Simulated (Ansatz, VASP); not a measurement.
# NiS in two plane-wave programs

Aim: how closely do two programs agree when they are given the same cell, functional and k mesh? The cell is taken from a series of runs on this material, whose earlier steps may have relaxed, scaled, displaced or heated it; both programs get it as it stands.

Calculated with Ansatz 0.2.0; plane waves, with VASP 6.6.1 beside it; single point at LDA, DFT+U.

### Step 1. The structure

The structure is hexagonal, space group P6_3/mmc (No. 194). The conventional cell has a = 3.425 Å, b = 3.425 Å, c = 5.340 Å, α = 90.00°, β = 90.00°, γ = 120.00°. Ni has 6 S at 2.39 Å and 2 Ni at 2.67 Å nearest. Nearest to S lie 6 Ni at 2.39 Å. Farther neighbours and most contacts between anions are not listed.

### Step 2. Ansatz: single point, LDA, DFT+U, pair 1

Ansatz runs on its default PAW (the set named soft_2) files.

A single point gives forces, pressure and levels at one fixed geometry, so differences don't come from the geometry; what else differs is listed under the comparison.

File input.yaml:

```yaml
crystal:
  lattice:
    - [-3.425, 0.0, 0.0]
    - [0.0, 0.0, -5.34]
    - [0.0, -5.932274016, 0.0]
  atoms:
    - { symbol: Ni, position: [0.5, 0.0, 0.5], spin: 2.0 }
    - { symbol: Ni, position: [0.0, 0.0, 0.0], spin: -2.0 }
    - { symbol: Ni, position: [0.5, 0.5, 0.5], spin: 2.0 }
    - { symbol: Ni, position: [0.0, 0.5, 0.0], spin: -2.0 }
    - { symbol: S, position: [0.500000001, 0.75, 0.166666666] }
    - { symbol: S, position: [0.0, 0.75, 0.666666666] }
    - { symbol: S, position: [0.0, 0.25, 0.333333334] }
    - { symbol: S, position: [0.499999999, 0.25, 0.833333334] }
magnetization:
  spin_polarized: true
kpoints:
  mp_grid: { grid: [8, 5, 5] }
hamiltonian:
  xc: lda
  hubbard:
    sites:
      - { species: Ni, l: d, u_eff: 8.4 }
      - { site: 0, l: d, u_eff: 8.4, starting_ns: [{ spin: up, occupation_matrix: ni1_major }, { spin: down, occupation_matrix: ni1_minor }] }
      - { site: 1, l: d, u_eff: 8.4, starting_ns: [{ spin: up, occupation_matrix: ni1_minor }, { spin: down, occupation_matrix: ni1_major }] }
      - { site: 2, l: d, u_eff: 8.4, starting_ns: [{ spin: up, occupation_matrix: ni2_major }, { spin: down, occupation_matrix: ni2_minor }] }
      - { site: 3, l: d, u_eff: 8.4, starting_ns: [{ spin: up, occupation_matrix: ni2_minor }, { spin: down, occupation_matrix: ni2_major }] }
    projectors: ortho-atomic
    occupation_matrices:
      ni1_major:
        matrix:
          - [0.986, 0.0, -0.001, 0.001, 0.0]
          - [0.0, 0.944, 0.004, 0.003, -0.032]
          - [-0.001, 0.004, 0.973, -0.01, 0.003]
          - [0.001, 0.003, -0.01, 0.98, 0.001]
          - [0.0, -0.032, 0.003, 0.001, 0.966]
      ni1_minor:
        matrix:
          - [0.981, -0.004, -0.015, -0.01, -0.003]
          - [-0.004, 0.882, -0.057, -0.042, -0.071]
          - [-0.015, -0.057, 0.448, -0.394, -0.027]
          - [-0.01, -0.042, -0.394, 0.691, -0.022]
          - [-0.003, -0.071, -0.027, -0.022, 0.935]
      ni2_major:
        matrix:
          - [0.986, 0.0, 0.0, -0.001, 0.001]
          - [0.0, 0.969, -0.011, 0.008, 0.013]
          - [0.0, -0.011, 0.948, 0.028, 0.008]
          - [-0.001, 0.008, 0.028, 0.968, -0.005]
          - [0.001, 0.013, 0.008, -0.005, 0.977]
      ni2_minor:
        matrix:
          - [0.981, 0.015, -0.004, 0.003, -0.01]
          - [0.015, 0.507, 0.159, -0.13, 0.343]
          - [-0.004, 0.159, 0.823, 0.122, -0.116]
          - [0.003, -0.13, 0.122, 0.893, 0.095]
          - [-0.01, 0.343, -0.116, 0.095, 0.733]
scf:
  occupations: { method: fermi_dirac, width: 0.05 }
output:
  eigenvalues: true
```

Command:

```
$ ansatz run input.yaml --threads 4 --pin off --max-ram 8192MiB --backend cpu --events-out ev --progress --plain --runs-dir out
```

Numbers of over 12 decimals in the logs are rounded to 6 here.

The program printed:

```text
Warning: crystal.symmetry: narrowed to the stabiliser of the occupation matrices — unitary ops 8 → 2, anti-unitary 8 → 2; lowered by the specified shells (site 0, l: d), (site 1, l: d), (site 2, l: d), (site 3, l: d); largest admitted image defect 4.4e-16, smallest excluded 3.2e-1 — at a splitting's scale: the group the occupation matrices' own texture admits
Engine: ansatz 0.2.0, aarch64-unknown-linux-gnu
Pseudopotentials: kind: paw
Pseudopotential: Ni, paw, valence charge 18, recommended cutoff 420 eV (normal), Ni.paw.azcp
Pseudopotential: S, paw, valence charge 6, recommended cutoff 420 eV (normal), S.paw.azcp
Functional definition: SPW92
  exchange = slater_x
  correlation = pw_c
Crystal: 8 atoms, lattice volume = 108.498 Å³
Basis set: ecut = 420 eV, 2157 PW (Γ)
Bands: 63, of which v1, the nominal top of the filled ones, is band 48 counted from 1 (47 counted from 0)
Symmetry: 2 space group operations
k-points: 101 of 200
Non-local potential: Ni, projectors of the file, l = 0: 3, l = 1: 2, l = 2: 3, l = 3: 1
Non-local potential: S, projectors of the file, l = 0: 2, l = 1: 2, l = 2: 2
PAW form: soft (Blöchl's): semilocal exchange-correlation on the pseudo side does not see the compensation charge
PAW frozen core: Ni, regenerated for the run's functional, and the local potential with it (the file was generated under x = pbe(κ = 0.804, μ = 0.219515), c = pbe(β = 0.066725))
PAW frozen core: S, regenerated for the run's functional, and the local potential with it (the file was generated under x = pbe(κ = 0.804, μ = 0.219515), c = pbe(β = 0.066725))
PAW one-centre angular grid: Ni, 590 points (default); XC on 64 Gauss nodes
PAW one-centre angular grid: S, 110 points (default); XC on 64 Gauss nodes
Initial density: superposition of atomic densities (chi_scale 0.1, normalization cell)
Starting moments: Σ|m| = 8 μB on 4 of 8 sites
Initial wavefunctions: pseudopotential atomic-orbital guess
Functional: x = slater, c = lda
SCF iter   1: F=—  HF=-26563.942447 eV  |F-HF|=—  |Δ(HF+E_count)|=         —  Δρ=1.21e-1 (↑1.21e-1 ↓1.21e-1)  dr2=1.59e1  dr2_m=8.63e0  M=0.000 μB ∫|m|=3.896 μB  β_m=0.30  ethr=3.10e-3  ⟨swp⟩=5.0  Hψ=21648  notcnv=0  defer=206
preconditioner: auto → Kerker (q_TF=auto, 2.673 Å⁻¹)  [metal: Δε(μ)=0.022 eV  Ē_g=11.969 eV  σ=0.050 eV  W_gap=0.11  n_scr=38 (ndim 8)  ℏωp=28.5 eV  f_vac=0.000  D(μ)=3.74/eV (n_scr^D=34)]
spin=Collinear: Kerker preconditioning applied to the charge; magnetization (m = ρ↑ − ρ↓) channel mixes plain (no charge-response kernel on spin).
SCF iter   2: F=—  HF=-26562.169522 eV  |F-HF|=—  |Δ(HF+E_count)|=    1.77e0  Δρ=6.70e-2 (↑6.70e-2 ↓6.70e-2)  dr2=2.04e0  dr2_m=3.45e0  M=0.000 μB ∫|m|=4.266 μB  β_m=0.30  ethr=3.10e-3  ⟨swp⟩=3.0  Hψ=12783  notcnv=0  defer=705
SCF iter   3: F=—  HF=-26561.968148 eV  |F-HF|=—  |Δ(HF+E_count)|=   2.01e-1  Δρ=4.53e-2 (↑4.53e-2 ↓4.53e-2)  dr2=7.94e-1  dr2_m=1.69e0  M=0.000 μB ∫|m|=4.287 μB  β_m=0.30  ethr=2.13e-3  ⟨swp⟩=2.0  Hψ=8082  notcnv=0  defer=702
SCF iter   4: F=—  HF=-26561.758926 eV  |F-HF|=—  |Δ(HF+E_count)|=   2.09e-1  Δρ=2.73e-2 (↑2.73e-2 ↓2.73e-2)  dr2=1.34e-1  dr2_m=6.73e-1  M=0.000 μB ∫|m|=4.424 μB  β_m=1.00  ethr=8.27e-4  ⟨swp⟩=2.3  Hψ=9277  notcnv=0  defer=702
SCF iter   5: F=—  HF=-26561.829583 eV  |F-HF|=—  |Δ(HF+E_count)|=   7.07e-2  Δρ=3.12e-3 (↑3.12e-3 ↓3.12e-3)  dr2=2.39e-2  dr2_m=9.21e-4  M=0.000 μB ∫|m|=4.431 μB  β_m=0.30  ethr=1.40e-4  ⟨swp⟩=2.1  Hψ=13066  notcnv=0  defer=704
SCF iter   6: F=—  HF=-26561.895144 eV  |F-HF|=—  |Δ(HF+E_count)|=   6.56e-2  Δρ=1.38e-3 (↑1.38e-3 ↓1.38e-3)  dr2=3.54e-3  dr2_m=3.94e-4  M=0.000 μB ∫|m|=4.441 μB  β_m=1.00  ethr=2.49e-5  ⟨swp⟩=2.0  Hψ=11296  notcnv=0  defer=704
SCF iter   7: F=—  HF=-26561.931134 eV  |F-HF|=—  |Δ(HF+E_count)|=   3.60e-2  Δρ=9.21e-4 (↑9.21e-4 ↓9.21e-4)  dr2=1.05e-3  dr2_m=8.58e-5  M=0.000 μB ∫|m|=4.441 μB  β_m=0.30  ethr=3.69e-6  ⟨swp⟩=2.0  Hψ=10716  notcnv=0  defer=704
SCF iter   8: F=—  HF=-26561.953921 eV  |F-HF|=—  |Δ(HF+E_count)|=   2.28e-2  Δρ=7.21e-4 (↑7.21e-4 ↓7.21e-4)  dr2=6.95e-4  dr2_m=1.65e-4  M=0.000 μB ∫|m|=4.446 μB  β_m=1.00  ethr=1.10e-6  ⟨swp⟩=2.0  Hψ=10524  notcnv=0  defer=704
SCF iter   9: F=—  HF=-26561.965553 eV  |F-HF|=—  |Δ(HF+E_count)|=   1.16e-2  Δρ=5.50e-4 (↑5.50e-4 ↓5.50e-4)  dr2=2.15e-4  dr2_m=1.38e-4  M=0.000 μB ∫|m|=4.458 μB  β_m=1.00  ethr=7.24e-7  ⟨swp⟩=2.0  Hψ=10049  notcnv=0  defer=704
SCF iter  10: F=—  HF=-26561.972340 eV  |F-HF|=—  |Δ(HF+E_count)|=   6.79e-3  Δρ=4.50e-4 (↑4.50e-4 ↓4.50e-4)  dr2=2.08e-4  dr2_m=6.38e-5  M=0.000 μB ∫|m|=4.466 μB  β_m=1.00  ethr=2.24e-7  ⟨swp⟩=2.0  Hψ=10541  notcnv=0  defer=704
[...]
SCF iter  48: F=—  HF=-26562.148870 eV  |F-HF|=—  |Δ(HF+E_count)|=   7.39e-5  Δρ=1.59e-4 (↑1.59e-4 ↓1.59e-4)  dr2=4.43e-5  dr2_m=9.10e-6  M=0.000 μB ∫|m|=5.748 μB  β_m=0.99  ethr=7.97e-8  ⟨swp⟩=2.0  Hψ=10546  notcnv=0  defer=713
SCF iter  49: F=—  HF=-26562.149004 eV  |F-HF|=—  |Δ(HF+E_count)|=   1.34e-4  Δρ=2.86e-4 (↑2.86e-4 ↓2.86e-4)  dr2=1.83e-4  dr2_m=1.78e-5  M=0.000 μB ∫|m|=5.753 μB  β_m=0.42  ethr=4.61e-8  ⟨swp⟩=2.1  Hψ=10572  notcnv=0  defer=713  recentre
SCF iter  50: F=—  HF=-26562.148981 eV  |F-HF|=—  |Δ(HF+E_count)|=   2.28e-5  Δρ=6.76e-5 (↑6.76e-5 ↓6.76e-5)  dr2=4.28e-6  dr2_m=1.78e-6  M=0.000 μB ∫|m|=5.753 μB  β_m=0.82  ethr=4.61e-8  ⟨swp⟩=2.0  Hψ=10501  notcnv=0  defer=713
SCF iter  51: F=—  HF=-26562.149041 eV  |F-HF|=—  |Δ(HF+E_count)|=   5.99e-5  Δρ=8.84e-5 (↑8.84e-5 ↓8.84e-5)  dr2=1.96e-5  dr2_m=2.26e-6  M=0.000 μB ∫|m|=5.756 μB  β_m=0.82  ethr=4.46e-9  ⟨swp⟩=3.0  Hψ=13787  notcnv=0  defer=713
SCF iter  52: F=—  HF=-26562.149045 eV  |F-HF|=—  |Δ(HF+E_count)|=   4.02e-6  Δρ=5.70e-5 (↑5.70e-5 ↓5.70e-5)  dr2=5.70e-6  dr2_m=1.03e-6  M=0.000 μB ∫|m|=5.755 μB  β_m=0.86  ethr=4.46e-9  ⟨swp⟩=2.5  Hψ=10853  notcnv=0  defer=713
SCF iter  53: F=—  HF=-26562.149050 eV  |F-HF|=—  |Δ(HF+E_count)|=   5.08e-6  Δρ=3.52e-5 (↑3.52e-5 ↓3.52e-5)  dr2=2.82e-6  dr2_m=3.40e-7  M=0.000 μB ∫|m|=5.755 μB  β_m=0.93  ethr=4.46e-9  ⟨swp⟩=2.0  Hψ=10516  notcnv=0  defer=713
SCF iter  54: F=—  HF=-26562.149052 eV  |F-HF|=—  |Δ(HF+E_count)|=   1.22e-6  Δρ=1.36e-5 (↑1.36e-5 ↓1.36e-5)  dr2=4.02e-7  dr2_m=4.90e-8  M=0.000 μB ∫|m|=5.755 μB  β_m=0.96  ethr=2.93e-9  ⟨swp⟩=2.0  Hψ=10532  notcnv=0  defer=713
SCF iter  55: F=—  HF=-26562.149052 eV  |F-HF|=—  |Δ(HF+E_count)|=   5.99e-7  Δρ=2.37e-5 (↑2.37e-5 ↓2.37e-5)  dr2=1.30e-6  dr2_m=1.17e-7  M=0.000 μB ∫|m|=5.754 μB  β_m=0.98  ethr=4.19e-10  ⟨swp⟩=2.0  Hψ=10543  notcnv=0  defer=713  recentre
SCF iter  56: F=—  HF=-26562.149053 eV  |F-HF|=—  |Δ(HF+E_count)|=   4.30e-7  Δρ=1.91e-5 (↑1.91e-5 ↓1.91e-5)  dr2=8.90e-7  dr2_m=4.76e-8  M=0.000 μB ∫|m|=5.755 μB  β_m=0.83  ethr=4.19e-10  ⟨swp⟩=2.0  Hψ=10542  notcnv=0  defer=713
SCF iter  57: F=-26562.149053 eV  HF=-26562.149053 eV  |F-HF|=9.01e-8  |Δ(HF+E_count)|=   4.62e-7  Δρ=6.87e-6 (↑6.87e-6 ↓6.87e-6)  dr2=9.43e-8  dr2_m=8.69e-9  M=0.000 μB ∫|m|=5.755 μB  ethr=1.04e-10  ⟨swp⟩=7.3  Hψ=27579  notcnv=0
WARN: hamiltonian.hubbard: on 4 of 8 specified blocks the occupation matrix of this SCF's result fails the test of the specified filling. At site 0 ↓ (sites count from 0 in the list of atoms of the cell that this SCF solves) the least filled combination of the orbitals specified full has occupation 0.612, and the fullest combination of the orbitals specified empty has occupation 0.191; the filling counts as kept wher [...]
SCF 1 converged in 57 iterations: F = -26562.149053 eV  dr2 = 9.43e-8
  greatest PAW one-centre occupation: 1.003 electrons in one spin orbital (limit 2), on the Ni atom at site 1 (counted from 0), in its partial waves of l = 1
SCF converged after 57 iterations
Magnetization: 0.0000 μB (48.0000 up, 48.0000 down)
Absolute magnetization: 5.7497 μB (∫|ρ↑−ρ↓|, with the PAW one-centre terms)
Spin contamination: 3.0744 ħ² per cell (⟨S²⟩ above its minimum at these occupations)
Per-site moments (μB) at R_I (Å): [(1.205479, 0.984176), (-1.205479, 0.984176), (1.205579, 0.984176), (-1.205579, 0.984176), (-0.147163, 0.984176), (0.147163, 0.984176), (0.147163, 0.984176), (-0.147163, 0.984176)]
Free energy (F): -26562.149053 eV
Harris-Foulkes:  -26562.149053 eV  (|F-HF|=9.01e-8)
Internal energy: -26562.138604 eV  (E = F + TS)
E sigma→0 (E₀):  -26562.143829 eV
Entropy (-TS):   -0.010449 eV (-1.306 meV/atom)
Fermi energy:    12.214597 eV
--- Per-component energies (eV) ---
  E_band       = -1524.694022
  E_kinetic    = 1563.281896
  E_local      = -17984.796770  (includes V_loc(G=0)·N_el)
  E_nonlocal   = 2710.712666
  E_hartree    = 7631.180261
  E_xc         = -721.356870
  E_vxc        = -786.300968  (∫ρ·V_xc dr)
  E_hubbard    = 8.363833  (on-site DFT+U / exact-exchange correction)
  E_vhub       = -129.272233  (the Hubbard potential's part of the band-sum identity)
  E_paw        = -8549.820445  (= ΣΔE_a)
  E_vpaw       = -2160.637367  (= ΣTr[D̂ρ^β])
  E_aug_tail   = 0.001603  (compensation charges beyond the density's cutoff)
  E_ewald      = -11222.054051
  E_core_change = 2.349272  (= ΣΔE_core)
  E_smearing   = -0.010449  (= −TS)
  E_closure    = -0.000000  (closes the sum)
  Σ components = -26562.149053   (vs F -26562.149053, Δ=0.00e0)
--- Specified on-site occupations, and those of the state reported ---
  electrons in the specified blocks: 35.1420 specified, 34.7620 found
  site 3 (l=d) ↑: largest change of an orbital's occupation 0.6125; electrons 3.9370 specified, 3.7609 found; spectral distance 0.2274
  site 2 (l=d) ↓: largest change of an orbital's occupation 0.6125; electrons 3.9370 specified, 3.7609 found; spectral distance 0.2274
  site 0 (l=d) ↓: largest change of an orbital's occupation 0.2381; electrons 3.9370 specified, 3.7609 found; spectral distance 0.2271
  site 1 (l=d) ↑: largest change of an orbital's occupation 0.2381; electrons 3.9370 specified, 3.7609 found; spectral distance 0.2271
  site 3 (l=d) ↓: largest change of an orbital's occupation 0.0607; electrons 4.8480 specified, 4.9296 found; spectral distance 0.0580
  site 2 (l=d) ↑: largest change of an orbital's occupation 0.0607; electrons 4.8480 specified, 4.9296 found; spectral distance 0.0580
  site 0 (l=d) ↑: largest change of an orbital's occupation 0.0562; electrons 4.8490 specified, 4.9296 found; spectral distance 0.0585
  site 1 (l=d) ↓: largest change of an orbital's occupation 0.0562; electrons 4.8490 specified, 4.9296 found; spectral distance 0.0585
--- Band table (eV; the first three rows and the last of 202) ---
  k-point 0 ↑: bands = [... 44 lower, 11.3599, 11.3804, 11.4132, 11.9816, 13.0613, 14.4137, 14.4204, 15.6057, ... 11 higher]
  k-point 1 ↑: bands = [... 44 lower, 10.7743, 11.1864, 11.1987, 12.0492, 13.0319, 14.3825, 14.6715, 15.2752, ... 11 higher]
  k-point 2 ↑: bands = [... 44 lower, 10.6980, 10.7220, 10.8434, 12.2284, 13.0016, 14.3399, 15.0521, 15.0846, ... 11 higher]
  k-point 100 ↓: bands = [... 44 lower, 10.1285, 10.6047, 10.9845, 11.4092, 12.9641, 13.5221, 14.6709, 15.1932, ... 11 higher]
Occupation matrices written to <dir>
```

[end of part 1 of 3]

[Lines on the potential files, build, host, timing and source positions are cut from VASP's logs without a mark.]

[Logs are printed without paths, hosts, clocks, repeated set-up lines and the standing remarks that a program may print on its own settings, such as how far it seeks lower states.]

[Hosts, paths, dates, database ids (printed as entryN), source tags and the programs' standing remarks are cut or masked in the printed files.]
